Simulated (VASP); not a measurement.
# GeOs3 (Pm-3m) in VASP: a series of runs

Runs on GeOs3. Level: PBE. Tasks: single point, relaxation of cell and atoms.

Everything below comes from runs of VASP 6.6.1. Logs are shortened: lines on timing, memory, paths and dates and some standing lists are left out, and cuts for length are marked.

**1. The cell of the first run**

Symmetry: Pm-3m, No. 221, cubic system. The conventional cell has a = 3.879 Å, b = 3.879 Å, c = 3.879 Å, α = 90.00°, β = 90.00°, γ = 90.00°. Ge (site symmetry m-3m) is surrounded by 12 Os at 2.74 Å. Os (site symmetry 4/mmm) has 4 Ge at 2.74 Å and 8 Os at 2.74 Å as nearest neighbours.

The cell was built by a generator and needn't be a form met in nature.

**2. Single point, PBE (species swapped into the HoPd3 type (Pm-3m, No. 221))**

File INCAR:

```
ALGO = Fast
EDIFF = 1E-6
ENCUT = 520
GGA = PE
ISIF = 2
ISMEAR = 0
LASPH = True
LCHARG = True
LELF = True
LREAL = False
LVHAR = True
LWAVE = False
NBANDS = 27
NELM = 60
PREC = Accurate
SIGMA = 0.1
```

File KPOINTS:

```
k-points
0
Gamma
  12 12 12
```

File POSCAR:

```
GeOs3
1.0
    3.8785495096      0.0000000000      0.0000000000
    0.0000000000      3.8785495096      0.0000000000
    0.0000000000      0.0000000000      3.8785495096
Ge Os
1 3
Direct
    0.0000000000      0.0000000000      0.0000000000
    0.5000000000      0.0000000000      0.5000000000
    0.0000000000      0.5000000000      0.5000000000
    0.5000000000      0.5000000000      0.0000000000
```

Potentials or basis: VASP PAW PBE potentials, release 64 (Ge_d, Os).

The run is started by

```console
$ cat potpaw_PBE.64/Ge_d/POTCAR potpaw_PBE.64/Os/POTCAR > POTCAR
$ mpirun -np 1 vasp_std > vasp.out
```

OUTCAR:

```text
EDIFF = 1E-6
   ENCUT = 520
   GGA = PE
   ISIF = 2
   ISMEAR = 0
   LASPH = True
   LREAL = False
   NELM = 60
   PREC = Accurate

 ion  position               nearest neighbor table
   1  0.000  0.000  0.000-   2 2.74   3 2.74   4 2.74   2 2.74   3 2.74   3 2.74   4 2.74   3 2.74
                             2 2.74   4 2.74   2 2.74   4 2.74
   2  0.500  0.000  0.500-   1 2.74   3 2.74   4 2.74   1 2.74   4 2.74   3 2.74   4 2.74   4 2.74
                             1 2.74   3 2.74   1 2.74   3 2.74
   3  0.000  0.500  0.500-   1 2.74   2 2.74   4 2.74   1 2.74   4 2.74   1 2.74   2 2.74   1 2.74
                             2 2.74   4 2.74   4 2.74   2 2.74
   4  0.500  0.500  0.000-   1 2.74   2 2.74   3 2.74   2 2.74   3 2.74   1 2.74   2 2.74   2 2.74
                             1 2.74   3 2.74   3 2.74   1 2.74

  LATTYP: Found a simple cubic cell.
 ALAT       =     3.8785495096

  Lattice vectors:

 A1 = (   3.8785495096,   0.0000000000,   0.0000000000)
 A2 = (   0.0000000000,   3.8785495096,   0.0000000000)
 A3 = (   0.0000000000,   0.0000000000,   3.8785495096)

Analysis of symmetry for initial positions (statically):
=====================================================================
 Subroutine PRICEL returns:
 Original cell was already a primitive cell.

 Routine SETGRP: Setting up the symmetry group for a
 simple cubic supercell.

 Subroutine GETGRP returns: Found 48 space group operations
 (whereof 48 operations were pure point group operations)
 out of a pool of 48 trial point group operations.

The static configuration has the point symmetry O_h .

Analysis of symmetry for dynamics (positions and initial velocities):
=====================================================================
 Subroutine PRICEL returns:
 Original cell was already a primitive cell.

 Routine SETGRP: Setting up the symmetry group for a
 simple cubic supercell.

 Subroutine GETGRP returns: Found 48 space group operations
 (whereof 48 operations were pure point group operations)
 out of a pool of 48 trial point group operations.

The dynamic configuration has the point symmetry O_h .

 Subroutine INISYM returns: Found 48 space group operations
 (whereof 48 operations are pure point group operations),
 and found     1 'primitive' translations

----------------------------------------------------------------------------------------

                                     Primitive cell

  volume of cell :      58.3456

[... 90 lines left out ...]
   ENCUT  =  520.0 eV  38.22 Ry    6.18 a.u.   7.21  7.21  7.21*2*pi/ulx,y,z
   NELM   =     60;   NELMIN=  2; NELMDL= -5     # of ELM steps
   EDIFF  = 0.1E-05   stopping-criterion for ELM
   LREAL  =      F    real-space projection
   EDIFFG = 0.1E-04   stopping-criterion for IOM
   NSW    =      0    number of steps for IOM
   IBRION =     -1    ionic relax: 0-MD 1-quasi-New 2-CG
   NFREE  =      0    steps in history (QN), initial steepest desc. (CG)
   ISIF   =      2    stress and relaxation
   ISYM   =      2    0-nonsym 1-usesym 2-fastsym
   POTIM  = 0.5000    time-step for ionic-motion
   TEBEG  =    0.0;   TEEND  =   0.0 temperature during run
   PSTRESS=    0.0 pullay stress
   NELECT =      38.0000    total number of electrons
   NUPDOWN=      -1.0000    fix difference up-down
   EMIN   =  10.00;   EMAX   =-10.00  energy-range for DOS
   EFERMI =   0.00;   METHOD = LEGACY
   ISMEAR =     0;   SIGMA  =   0.10  broadening in eV -4-tet -1-fermi 0-gaus
   EFERMI_NEDOS =   21; number of points for ismear=-14 and -15
   IALGO  =     68    algorithm
   IMIX   =      4    mixing-type and parameters
     AMIX     =   0.40;   BMIX     =  1.00
     AMIX_MAG =   1.60;   BMIX_MAG =  1.00
  volume/ion in A,a.u.               =      14.59        98.43
  Fermi-wavevector in a.u.,A,eV,Ry     =   1.419058  2.681630 27.398385  2.013724
  Thomas-Fermi vector in A             =   2.540118
   LORBIT       =      0    0 simple, 1 ext, 2 COOP (PROOUT), +10 PAW based schemes
   GGA     = PE    functional components
   LHFCALC =     F    Hartree Fock is set to
   AEXX    =    0.0000 exact exchange contribution
   IVDW    =     0    specifies the selected vdW correction
   LEPSILON=     F    determine dielectric tensor
   LRPA    =     F    only Hartree local field effects (RPA)
 non-spin polarized calculation
 RMM-DIIS sequential band-by-band and
 Gauss-broadening in eV      SIGMA  =   0.10
  energy-cutoff  :      520.00
  volume of cell :       58.35
 maximum number of plane-waves:      1596
 NGX is ok and might be reduce to    30
   NGX = 15   NGY = 15   NGZ = 15

 number of electron      38.0000017 magnetization

 Free energy of the ion-electron system (eV)
  ---------------------------------------------------
  ext. energy  EPLUGINS =         0.00000000
  ---------------------------------------------------
  free energy    TOTEN  =       -35.76974570 eV

  energy without entropy =      -35.72875614  energy(sigma->0) =      -35.74925092

 E-fermi :   8.9343     XC(G=0): -13.5202

 val. band max:        8.9318580136   @ k =   0.4167   0.4167   0.4167
 cond. band min:       8.9398234722   @ k =   0.5000   0.4167   0.3333
 fundamental gap:      0.0079654586
 Fermi energy:         8.9342856862

 k-point     1 :       0.0000    0.0000    0.0000
  band No.  band energies     occupation
      1     -16.0541      2.00000
      2     -16.0541      2.00000
      3     -16.0536      2.00000
      4     -16.0536      2.00000
      5     -16.0536      2.00000
      6      -3.6207      2.00000
[... 709 lines left out ...]
     26      14.9423      0.00000
     27      17.6297      0.00000

 [... further k-points ...]
[... 5 lines left out ...]
  --------------------------------------------------------------------------------------
  -------------------------------------------------------------------------------------
  Total        0.1262713      0.1262713      0.1262713      0.0000000     -0.0000000      0.0000000
  in kB        3.4674273      3.4674273      3.4674273      0.0000000     -0.0000000      0.0000000
  external PRESSURE =       3.4674273 kB  Pullay stress =       0.0000000 kB

 VOLUME and BASIS-vectors are now :
 -----------------------------------------------------------------------------
  energy-cutoff  :      520.00
  volume of cell :       58.35
      direct lattice vectors                 reciprocal lattice vectors
     3.878549510  0.000000000  0.000000000     0.257828345  0.000000000  0.000000000
     0.000000000  3.878549510  0.000000000     0.000000000  0.257828345  0.000000000
     0.000000000  0.000000000  3.878549510     0.000000000  0.000000000  0.257828345

 POSITION                                       TOTAL-FORCE (eV/Angst)
 -----------------------------------------------------------------------------------
      0.00000      0.00000      0.00000         0.000000      0.000000      0.000000
      1.93927      0.00000      1.93927         0.000000      0.000000      0.000000
      0.00000      1.93927      1.93927         0.000000      0.000000      0.000000
      1.93927      1.93927      0.00000         0.000000      0.000000      0.000000
 -----------------------------------------------------------------------------------
    total drift:                                0.000000      0.000000     -0.000000

  FREE ENERGIE OF THE ION-ELECTRON SYSTEM (eV)
  ---------------------------------------------------
  free  energy   TOTEN  =       -35.7697456995 eV

  energy  without entropy=      -35.7287561439  energy(sigma->0) =      -35.74925092
```

OSZICAR:

```text
N       E                     dE             d eps       ncg     rms          rms(c)
DAV:   1     0.339024761970E+03    0.33902E+03   -0.17683E+04  5759   0.284E+03
DAV:   2     0.130891015864E+02   -0.32594E+03   -0.31121E+03  4567   0.755E+02
DAV:   3    -0.350920407242E+02   -0.48181E+02   -0.46211E+02  5283   0.169E+02
DAV:   4    -0.375662582247E+02   -0.24742E+01   -0.24290E+01  5140   0.425E+01
DAV:   5    -0.376200588741E+02   -0.53801E-01   -0.53576E-01  5573   0.638E+00    0.259E+01
RMM:   6    -0.360475739030E+02    0.15725E+01   -0.19430E+00  6152   0.807E+00    0.104E+01
RMM:   7    -0.357940827380E+02    0.25349E+00   -0.19212E+00  6164   0.723E+00    0.236E+00
RMM:   8    -0.357701035231E+02    0.23979E-01   -0.13748E-01  6353   0.258E+00    0.231E+00
RMM:   9    -0.357736602347E+02   -0.35567E-02   -0.55379E-02  6824   0.140E+00    0.671E-01
RMM:  10    -0.357695150319E+02    0.41452E-02   -0.11797E-02  5911   0.954E-01    0.338E-01
RMM:  11    -0.357698829507E+02   -0.36792E-03   -0.36860E-03  6256   0.328E-01    0.138E-01
RMM:  12    -0.357697387312E+02    0.14422E-03   -0.52968E-04  6204   0.205E-01    0.353E-02
RMM:  13    -0.357697416169E+02   -0.28857E-05   -0.12167E-04  6701   0.642E-02    0.237E-02
RMM:  14    -0.357697470519E+02   -0.54349E-05   -0.23960E-05  6343   0.415E-02    0.927E-03
RMM:  15    -0.357697458475E+02    0.12043E-05   -0.81420E-06  6174   0.228E-02    0.363E-03
RMM:  16    -0.357697456995E+02    0.14803E-06   -0.25674E-06  3617   0.945E-03
   1 F= -.35769746E+02 E0= -.35749251E+02  d E =-.409896E-01
```

stdout:

```text
POSCAR found type information on POSCAR GeOs
 POSCAR found :  2 types and       4 ions
 scaLAPACK will be used
 LDA part: xc-table for (Slater+PW92), standard interpolation
 POSCAR, INCAR and KPOINTS ok, starting setup
 FFT: planning ... GRIDC
 FFT: planning ... GRID_SOFT
 FFT: planning ... GRID
 WAVECAR not read
 entering main loop
WARNING in EDDRMM: call to ZHEGV failed, returncode =   6  3     24
```

Run time: 1.8 min. Hardware: 1 thread of Intel Xeon Platinum 8488C (Sapphire Rapids), shared host; peak memory 0.25 GiB.

What came out:

```
Free energy            : -35.7697 eV
Pressure               : 0.3 GPa
Band gap on the k mesh : none (metal or under the smearing width)
```

Levels at points of the mesh, in eV from the Fermi level:
```csv
k point,band 16,band 17,band 18,band 19,band 20,band 21,band 22,band 23
"(0.00, 0.00, 0.00)",-0.96,-0.96,-0.96,1.07,1.07,2.45,2.57,3.17
"(0.50, 0.00, 0.00)",-2.01,-1.29,-0.81,-0.81,-0.52,1.28,1.68,3.17
"(0.50, 0.50, 0.00)",-1.42,-1.24,-1.24,-1.18,-0.09,0.04,0.14,3.63
"(0.50, 0.50, 0.50)",-1.17,-1.17,-1.17,-0.10,-0.10,-0.09,1.54,2.51
```

**3. Relaxation of cell and atoms, PBE (species swapped into the HoPd3 type (Pm-3m, No. 221))**

File INCAR:

```
SYSTEM = GeOs3
PREC = Accurate
ENCUT = 600
EDIFF = 1E-6
ISMEAR = 0
SIGMA = 0.1
LREAL = .FALSE.
LASPH = .TRUE.
NELM = 80
ALGO = Fast
ISIF = 3
LWAVE = .FALSE.
LCHARG = .FALSE.
GGA = PE
IBRION = 2
NSW = 100
EDIFFG = -0.01
```

File KPOINTS:

```
regular mesh
0
G
  12 12 12
  0 0 0
```

File POSCAR:

```
GeOs3
1.0
    3.8809842242      0.0000000000      0.0000000000
    0.0000000000      3.8809842242      0.0000000000
    0.0000000000      0.0000000000      3.8809842242
Ge Os
1 3
Direct
    0.0000000000      0.0000000000      0.0000000000
    0.5000000000      0.0000000000      0.5000000000
    0.0000000000      0.5000000000      0.5000000000
    0.5000000000      0.5000000000      0.0000000000
```

Potentials or basis: VASP PAW PBE potentials, release 64 (Ge_d, Os).

The run is started by

```console
$ cat potpaw_PBE.64/Ge_d/POTCAR potpaw_PBE.64/Os/POTCAR > POTCAR
$ mpirun -np 1 vasp_std > vasp.out
```

Wall time 3.2 min (1 thread of Intel Xeon Platinum 8488C (Sapphire Rapids), shared host); peak memory 0.28 GiB.

Results (log left out):

```
Free energy                            : -35.7719 eV
Relaxed volume                         : 14.60 Å³/atom
Relaxed cell                           : a = 3.880 Å, b = 3.880 Å, c = 3.880 Å, α = 90.00°, β = 90.00°, γ = 90.00°
Space group after relaxing (to 0.05 Å) : Pm-3m (No. 221)
Energy gained by relaxing              : 0.0 meV/atom
Ionic steps                            : 4
Pressure after relaxing                : 0.0 GPa
Band gap on the k mesh                 : none (metal or under the smearing width)
```

Final structure:
```yaml
crystal:
  lattice:
    - [3.88019, 0.00000, 0.00000]
    - [0.00000, 3.88019, 0.00000]
    - [0.00000, 0.00000, 3.88019]
  atoms:
    - { symbol: Ge, position: [0.00000, 0.00000, 0.00000] }
    - { symbol: Os, position: [0.50000, 0.00000, 0.50000] }
    - { symbol: Os, position: [0.00000, 0.50000, 0.50000] }
    - { symbol: Os, position: [0.50000, 0.50000, 0.00000] }
```

Levels at points of the mesh, in eV from the Fermi level:
| k point | band 15 | band 16 | band 17 | band 18 | band 19 | band 20 | band 21 | band 22 | band 23 |
| --- | --- | --- | --- | --- | --- | --- | --- | --- | --- |
| (0.00, 0.00, 0.00) | -1.26 | -0.96 | -0.96 | -0.96 | 1.06 | 1.06 | 2.45 | 2.56 | 3.16 |
| (0.50, 0.00, 0.00) | -2.25 | -2.01 | -1.29 | -0.81 | -0.81 | -0.52 | 1.28 | 1.67 | 3.17 |
| (0.50, 0.50, 0.00) | -2.43 | -1.42 | -1.24 | -1.24 | -1.18 | -0.09 | 0.04 | 0.14 | 3.62 |
| (0.50, 0.50, 0.50) | -2.80 | -1.17 | -1.17 | -1.17 | -0.10 | -0.10 | -0.09 | 1.53 | 2.51 |

**4. Single point, PBE (species swapped into the HoPd3 type (Pm-3m, No. 221))**

File INCAR:

```
SYSTEM = GeOs3
ALGO = Normal
EDIFF = 1E-6
ENCUT = 520
GGA = PE
ISIF = 2
ISMEAR = 0
LASPH = .TRUE.
LCHARG = .FALSE.
LREAL = .FALSE.
LWAVE = .FALSE.
NBANDS = 27
NELM = 80
PREC = Accurate
SIGMA = 0.1
```

File KPOINTS:

```
k-points
0
G
  4 4 4
  0 0 0
```

POSCAR is that of step 3.

Potentials or basis: VASP PAW PBE potentials, release 64 (Ge_d, Os).

The run is started by

```console
$ cat potpaw_PBE.64/Ge_d/POTCAR potpaw_PBE.64/Os/POTCAR > POTCAR
$ mpirun -np 1 vasp_std > vasp.out
```

OUTCAR:

```text
SYSTEM = GeOs3
   EDIFF = 1E-6
   ENCUT = 520
   GGA = PE
   ISIF = 2
   ISMEAR = 0
   LASPH = .TRUE.
   LREAL = .FALSE.
   NELM = 80
   PREC = Accurate

 ion  position               nearest neighbor table
   1  0.000  0.000  0.000-   2 2.74   3 2.74   4 2.74   2 2.74   3 2.74   3 2.74   4 2.74   3 2.74
                             2 2.74   4 2.74   2 2.74   4 2.74
   2  0.500  0.000  0.500-   1 2.74   3 2.74   4 2.74   1 2.74   4 2.74   3 2.74   4 2.74   4 2.74
                             1 2.74   3 2.74   1 2.74   3 2.74
   3  0.000  0.500  0.500-   1 2.74   2 2.74   4 2.74   1 2.74   4 2.74   1 2.74   2 2.74   1 2.74
                             2 2.74   4 2.74   4 2.74   2 2.74
   4  0.500  0.500  0.000-   1 2.74   2 2.74   3 2.74   2 2.74   3 2.74   1 2.74   2 2.74   2 2.74
                             1 2.74   3 2.74   3 2.74   1 2.74

  LATTYP: Found a simple cubic cell.
 ALAT       =     3.8809842242

  Lattice vectors:

 A1 = (   3.8809842242,   0.0000000000,   0.0000000000)
 A2 = (   0.0000000000,   3.8809842242,   0.0000000000)
 A3 = (   0.0000000000,   0.0000000000,   3.8809842242)

Analysis of symmetry for initial positions (statically):
=====================================================================
 Subroutine PRICEL returns:
 Original cell was already a primitive cell.

 Routine SETGRP: Setting up the symmetry group for a
 simple cubic supercell.

 Subroutine GETGRP returns: Found 48 space group operations
 (whereof 48 operations were pure point group operations)
 out of a pool of 48 trial point group operations.

The static configuration has the point symmetry O_h .

Analysis of symmetry for dynamics (positions and initial velocities):
=====================================================================
 Subroutine PRICEL returns:
 Original cell was already a primitive cell.

 Routine SETGRP: Setting up the symmetry group for a
 simple cubic supercell.
[... 112 lines left out ...]
   IMIX   =      4    mixing-type and parameters
     AMIX     =   0.40;   BMIX     =  1.00
     AMIX_MAG =   1.60;   BMIX_MAG =  1.00
  volume/ion in A,a.u.               =      14.61        98.62
  Fermi-wavevector in a.u.,A,eV,Ry     =   1.418167  2.679948 27.364019  2.011199
  Thomas-Fermi vector in A             =   2.539321
   LORBIT       =      0    0 simple, 1 ext, 2 COOP (PROOUT), +10 PAW based schemes
   GGA     = PE    functional components
   LHFCALC =     F    Hartree Fock is set to
   AEXX    =    0.0000 exact exchange contribution
   IVDW    =     0    specifies the selected vdW correction
   LEPSILON=     F    determine dielectric tensor
   LRPA    =     F    only Hartree local field effects (RPA)
 non-spin polarized calculation
 Gauss-broadening in eV      SIGMA  =   0.10
  energy-cutoff  :      520.00
  volume of cell :       58.46
 maximum number of plane-waves:      1596
 NGX is ok and might be reduce to    30
   NGX = 15   NGY = 15   NGZ = 15

 number of electron      38.0000019 magnetization

 Free energy of the ion-electron system (eV)
  ---------------------------------------------------
  ext. energy  EPLUGINS =         0.00000000
  ---------------------------------------------------
  free energy    TOTEN  =       -35.69376137 eV

  energy without entropy =      -35.63840085  energy(sigma->0) =      -35.66608111

 E-fermi :   8.8420     XC(G=0): -13.5080

 val. band max:        8.8402684543   @ k =   0.5000   0.2500   0.2500
 cond. band min:       8.8446263642   @ k =   0.5000   0.5000   0.5000
 fundamental gap:      0.0043579099
 Fermi energy:         8.8420437729

 k-point     1 :       0.0000    0.0000    0.0000
  band No.  band energies     occupation
      1     -16.0480      2.00000
      2     -16.0480      2.00000
      3     -16.0476      2.00000
      4     -16.0476      2.00000
      5     -16.0476      2.00000
      6      -3.6276      2.00000
[... 289 lines left out ...]
     26      15.7811      0.00000
     27      15.7811      0.00000

------------------------ aborting loop because EDIFF is reached ----------------------------------------

  FORCE on cell =-STRESS in cart. coord.  units (eV):
  Direction    XX          YY          ZZ          XY          YZ          ZX
  --------------------------------------------------------------------------------------
  -------------------------------------------------------------------------------------
  Total        0.1368883      0.1368883      0.1368883     -0.0000000      0.0000000      0.0000000
  in kB        3.7519012      3.7519012      3.7519012     -0.0000000      0.0000000      0.0000000
  external PRESSURE =       3.7519012 kB  Pullay stress =       0.0000000 kB

 VOLUME and BASIS-vectors are now :
 -----------------------------------------------------------------------------
  energy-cutoff  :      520.00
  volume of cell :       58.46
      direct lattice vectors                 reciprocal lattice vectors
     3.880984224  0.000000000  0.000000000     0.257666597  0.000000000  0.000000000
     0.000000000  3.880984224  0.000000000     0.000000000  0.257666597  0.000000000
     0.000000000  0.000000000  3.880984224     0.000000000  0.000000000  0.257666597

 POSITION                                       TOTAL-FORCE (eV/Angst)
 -----------------------------------------------------------------------------------
      0.00000      0.00000      0.00000         0.000000      0.000000      0.000000
      1.94049      0.00000      1.94049         0.000000      0.000000      0.000000
      0.00000      1.94049      1.94049         0.000000      0.000000      0.000000
      1.94049      1.94049      0.00000         0.000000      0.000000      0.000000
 -----------------------------------------------------------------------------------
    total drift:                                0.000000      0.000000     -0.000000

  FREE ENERGIE OF THE ION-ELECTRON SYSTEM (eV)
  ---------------------------------------------------
  free  energy   TOTEN  =       -35.6937613702 eV

  energy  without entropy=      -35.6384008499  energy(sigma->0) =      -35.66608111
```

stdout:

```text
POSCAR found type information on POSCAR GeOs
 POSCAR found :  2 types and       4 ions
 scaLAPACK will be used
 LDA part: xc-table for (Slater+PW92), standard interpolation
 POSCAR, INCAR and KPOINTS ok, starting setup
 FFT: planning ... GRIDC
 FFT: planning ... GRID_SOFT
 FFT: planning ... GRID
 WAVECAR not read
 entering main loop
```

Run time: 16 s. Hardware: 1 thread of Intel Xeon Platinum 8488C (Sapphire Rapids), shared host; peak memory 0.17 GiB.

What came out:

```yaml
Free_energy: -35.6938 eV
Pressure: 0.4 GPa
Band_gap_on_the_k_mesh: none (metal or under the smearing width)
```

Caveat: the k mesh is coarse (spacing up to 0.40 Å⁻¹), so the values aren't converged. Spin-orbit coupling is left out, which matters for the levels of Os.

(Part 1 of 2 ends here.)
